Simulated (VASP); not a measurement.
Output of a VASP run:

**OSZICAR**
```
       N       E                     dE             d eps       ncg     rms          rms(c)
DAV:   1     0.110503402670E+03    0.11050E+03   -0.78206E+03   416   0.129E+03
DAV:   2     0.739198651927E+00   -0.10976E+03   -0.10740E+03   421   0.302E+02
DAV:   3    -0.679715077509E+01   -0.75363E+01   -0.74583E+01   536   0.872E+01
DAV:   4    -0.698846074952E+01   -0.19131E+00   -0.19126E+00   485   0.164E+01
DAV:   5    -0.699793180966E+01   -0.94711E-02   -0.94709E-02   622   0.311E+00    0.418E+00
DAV:   6    -0.689767950548E+01    0.10025E+00   -0.18193E-01   546   0.739E+00    0.244E+00
DAV:   7    -0.688347938124E+01    0.14200E-01   -0.81199E-02   537   0.308E+00    0.649E-01
DAV:   8    -0.688450676123E+01   -0.10274E-02   -0.84372E-03   555   0.128E+00    0.281E-01
DAV:   9    -0.688515286008E+01   -0.64610E-03   -0.96973E-04   471   0.315E-01    0.826E-02
DAV:  10    -0.688523207705E+01   -0.79217E-04   -0.64979E-05   522   0.592E-02    0.370E-02
DAV:  11    -0.688527532882E+01   -0.43252E-04   -0.76334E-05   431   0.635E-02    0.213E-02
DAV:  12    -0.688527631120E+01   -0.98238E-06   -0.11167E-06   390   0.829E-03
   1 F= -.68852763E+01 E0= -.68850978E+01  d E =-.688528E+01
       N       E                     dE             d eps       ncg     rms          rms(c)
DAV:   1    -0.832284057140E+01   -0.14376E+01   -0.40930E+01   521   0.141E+02    0.669E+00
DAV:   2    -0.717393610941E+01    0.11489E+01   -0.23543E+00   501   0.325E+01    0.284E+00
DAV:   3    -0.693618685657E+01    0.23775E+00   -0.85340E-01   551   0.179E+01    0.977E-01
DAV:   4    -0.693194380742E+01    0.42430E-02   -0.28360E-02   456   0.199E+00    0.608E-01
DAV:   5    -0.692853101139E+01    0.34128E-02   -0.26064E-03   507   0.436E-01    0.374E-01
DAV:   6    -0.692789557930E+01    0.63543E-03   -0.10858E-03   486   0.413E-01    0.456E-02
DAV:   7    -0.692791633729E+01   -0.20758E-04   -0.15380E-04   550   0.232E-01    0.435E-02
DAV:   8    -0.692792208951E+01   -0.57522E-05   -0.57270E-05   436   0.127E-01    0.499E-03
DAV:   9    -0.692792283585E+01   -0.74634E-06   -0.20839E-06   451   0.126E-02
   2 F= -.69279228E+01 E0= -.69277443E+01  d E =-.426465E-01
       N       E                     dE             d eps       ncg     rms          rms(c)
DAV:   1    -0.702347677105E+01   -0.95555E-01   -0.22909E+00   521   0.289E+01    0.189E+00
DAV:   2    -0.694508394334E+01    0.78393E-01   -0.18041E-01   501   0.956E+00    0.668E-01
DAV:   3    -0.693272730260E+01    0.12357E-01   -0.37628E-02   541   0.381E+00    0.353E-01
DAV:   4    -0.693248919114E+01    0.23811E-03   -0.11541E-03   421   0.316E-01    0.235E-01
DAV:   5    -0.693233033833E+01    0.15885E-03   -0.20992E-04   485   0.138E-01    0.978E-02
DAV:   6    -0.693233448352E+01   -0.41452E-05   -0.62163E-05   626   0.788E-02    0.202E-02
DAV:   7    -0.693233223738E+01    0.22461E-05   -0.44250E-06   476   0.315E-02    0.380E-03
DAV:   8    -0.693233189434E+01    0.34304E-06   -0.86240E-07   303   0.144E-02
   3 F= -.69323319E+01 E0= -.69321533E+01  d E =-.470556E-01
```

**OUTCAR**
```
------------------------ aborting loop because EDIFF is reached ----------------------------------------
  FORCE on cell =-STRESS in cart. coord.  units (eV):
  Direction    XX          YY          ZZ          XY          YZ          ZX
  --------------------------------------------------------------------------------------
  Total        0.0094858      0.0094858      0.0094858     -0.0000000      0.0000000      0.0000000
  in kB        0.2078782      0.2078782      0.2078782     -0.0000000      0.0000000      0.0000000
  external PRESSURE =       0.2078782 kB  Pullay stress =       0.0000000 kB
  volume of cell :       73.11
      direct lattice vectors                 reciprocal lattice vectors
    -0.000000000  3.318808898  3.318808898    -0.150656460  0.150656460  0.150656460
     3.318808898 -0.000000000  3.318808898     0.150656460 -0.150656460  0.150656460
     3.318808898  3.318808898 -0.000000000     0.150656460  0.150656460 -0.150656460
  FREE ENERGIE OF THE ION-ELECTRON SYSTEM (eV)
  ---------------------------------------------------
  free  energy   TOTEN  =        -6.9323318943 eV

  energy  without entropy=       -6.9319748056  energy(sigma->0) =       -6.93215335

 reached required accuracy - stopping structural energy minimisation
```
(Selected blocks of OUTCAR.)

File POSCAR:
```
InSb
1
    0.0000000000     3.2400000000     3.2400000000
    3.2400000000     0.0000000000     3.2400000000
    3.2400000000     3.2400000000     0.0000000000
In Sb
1 1
Direct
  0.0000000000   0.0000000000   0.0000000000
  0.7500000000   0.7500000000   0.7500000000
```

**Question.** Write an INCAR and KPOINTS that could have produced this output.

**Answer.** One answer among several that fit: the input of the run itself, PBE GGA, plane waves, VASP's PBE PAW potentials (set 64).

KPOINTS:
```
Automatic mesh
0
Gamma
6 6 6
0 0 0
```

**INCAR**
```
# general
SYSTEM =InSb
PREC   =Accurate
ENCUT  =480   # plane-wave cut-off (eV)
LREAL  =.False.   # projection in real space or not
LASPH  =.True.

# electronic loop
EDIFF  =1E-6   # SCF stop (eV)
NELM   =100   # most electronic steps
ALGO   =Normal
LMAXMIX=4   # l cut-off of mixed one-centre charges

# smearing
ISMEAR =0
SIGMA  =0.05   # width (eV)

# functional
GGA    =PE

# ions
IBRION =2   # conjugate gradients
NSW    =60
ISIF   =3
EDIFFG =-0.01   # ionic stop

# output
LWAVE  =.False.
LCHARG =.False.
```

POTCAR, in this order: In_d Sb (PBE.64 set). Program: vasp_std.

Energy and stress use the plane-wave basis of the starting cell.

The compound is InSb in the zinc blende structure. This run relaxes it. Symmetry was kept, so distortions that lower it aren't found.
